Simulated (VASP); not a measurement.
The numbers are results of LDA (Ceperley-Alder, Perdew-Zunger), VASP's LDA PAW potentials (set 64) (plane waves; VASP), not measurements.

The input files of a VASP run:

KPOINTS:
```
k-points along high-symmetry lines
15
Line-mode
Reciprocal
  0.000000   0.000000   0.000000 ! GAMMA
  0.000000   0.500000   0.000000 ! X

  0.000000   0.500000   0.000000 ! X
  0.500000   0.500000   0.000000 ! M

  0.500000   0.500000   0.000000 ! M
  0.000000   0.000000   0.000000 ! GAMMA

  0.000000   0.000000   0.000000 ! GAMMA
  0.500000   0.500000   0.500000 ! R

  0.500000   0.500000   0.500000 ! R
  0.000000   0.500000   0.000000 ! X

  0.500000   0.500000   0.500000 ! R
  0.500000   0.500000   0.000000 ! M
```

### INCAR
```
ALGO  =  Normal
EDIFF  =  1E-7
ENCUT  =  400
ICHARG  =  11
ISMEAR  =  0
LASPH  =  .TRUE.
LCHARG  =  .FALSE.
LMAXMIX  =  4
LORBIT  =  11
LREAL  =  .FALSE.
LWAVE  =  .FALSE.
NELM  =  100
PREC  =  Accurate
SIGMA  =  0.05
SYSTEM  =  FeAl
```

**POSCAR**
```
FeAl
1
    2.8121747886     0.0000000000     0.0000000000
    0.0000000000     2.8121747886     0.0000000000
    0.0000000000     0.0000000000     2.8121747886
Al Fe
1 1
Direct
  0.5000000000   0.5000000000   0.5000000000
  0.0000000000   0.0000000000   0.0000000000
```

POTCAR, in this order: Al Fe (LDA.64 set). Program: vasp_std. Read from the step before: CHGCAR.

What VASP printed:

### OSZICAR
```
       N       E                     dE             d eps       ncg     rms          rms(c)
DAV:   1     0.292874681552E+02    0.29287E+02   -0.44067E+03  1628   0.106E+03
DAV:   2    -0.127121645400E+02   -0.42000E+02   -0.39259E+02  1623   0.175E+02
DAV:   3    -0.135915762543E+02   -0.87941E+00   -0.87220E+00  2134   0.347E+01
DAV:   4    -0.136019969917E+02   -0.10421E-01   -0.10417E-01  1986   0.338E+00
DAV:   5    -0.136022150903E+02   -0.21810E-03   -0.21809E-03  2072   0.406E-01
DAV:   6    -0.136022226571E+02   -0.75669E-05   -0.75656E-05  2046   0.683E-02
DAV:   7    -0.136022228640E+02   -0.20689E-06   -0.20770E-06  2005   0.927E-03
DAV:   8    -0.136022228734E+02   -0.93877E-08   -0.89767E-08  1535   0.181E-03
   1 F= -.13602223E+02 E0= -.13601798E+02  d E =-.849437E-03
```

OUTCAR:
```
 val. band max:        8.8216708662   @ k =   0.5000   0.5000   0.1786

 cond. band min:       8.9106877922   @ k =   0.4286   0.4286   0.4286



 k-point     1 :       0.0000    0.0000    0.0000
  band No.  band energies     occupation
      1      -2.2105      2.00000
      2       5.9172      2.00000
      3       5.9172      2.00000
      4       8.5720      2.00000
      5       8.5720      2.00000
      6       8.5720      2.00000
      7      15.2576      0.00000
      8      15.2576      0.00000
      9      15.2576      0.00000

 k-point     2 :       0.0000    0.0357    0.0000
  band No.  band energies     occupation
      1      -2.1854      2.00000
      2       5.9160      2.00000
      3       5.9254      2.00000
      4       8.5552      2.00000
      5       8.5552      2.00000
      6       8.5742      2.00000
      7      15.0029      0.00000
      8      15.2952      0.00000
      9      15.2952      0.00000

 k-point     3 :       0.0000    0.0714    0.0000
  band No.  band energies     occupation
      1      -2.1101      2.00000
      2       5.9101      2.00000
      3       5.9492      2.00000
      4       8.5053      2.00000
      5       8.5053      2.00000
      6       8.5795      2.00000
      7      14.4069      0.00000
      8      15.4062      0.00000
      9      15.4062      0.00000

 k-point     4 :       0.0000    0.1071    0.0000
  band No.  band energies     occupation
      1      -1.9852      2.00000
      2       5.8942      2.00000
      3       5.9880      2.00000
      4       8.4271      2.00000
      5       8.4271      2.00000
      6       8.5880      2.00000
      7      13.6844      0.00000
      8      15.5864      0.00000
      9      15.5864      0.00000

 k-point     5 :       0.0000    0.1429    0.0000
  band No.  band energies     occupation
      1      -1.8111      2.00000
      2       5.8586      2.00000
      3       6.0403      2.00000
      4       8.3273      2.00000
...
```

The density is held fixed in this step, so its total energy and stress have no physical meaning.

The compound is FeAl in the CsCl type structure. It was relaxed first, which changed the volume by -10 %. The run is not spin-polarised, so no magnetic state was tried. The electron count is odd and the run is not spin-polarised, which forces a metal.
